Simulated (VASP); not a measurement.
Al2O3 (corundum): the LDA gap over mesh and path against the volume, with shape and ions relaxed at each volume; LDA's own equilibrium is at 8.352 Å³/atom. VASP (PAW), 520 eV cut-off, 6×6×6 Γ-centred mesh, Gaussian smearing of 0.050 eV, potentials Al O.  Fit the value as a straight line in ln V.

```
V (Å³/atom)  LDA gap over mesh and path (eV)
-----------  -------------------------------
7.6                                    7.584
7.851                                  7.171
8.101                                  6.775
8.352                                  6.397
8.602                                  6.038
8.853                                  5.676
```

Fit the rows as the text says and predict the value at 7.35.

The slope against ln V is -12.48 eV, the volume deformation potential of this gap. The line misses the rows by up to 0.007 and gives 7.995 at 7.35. The run gave 8.015, +0.020 from the line.

Left out are failed runs and those whose mesh is unfit for this quantity.

The compound is Al2O3 in the corundum structure.
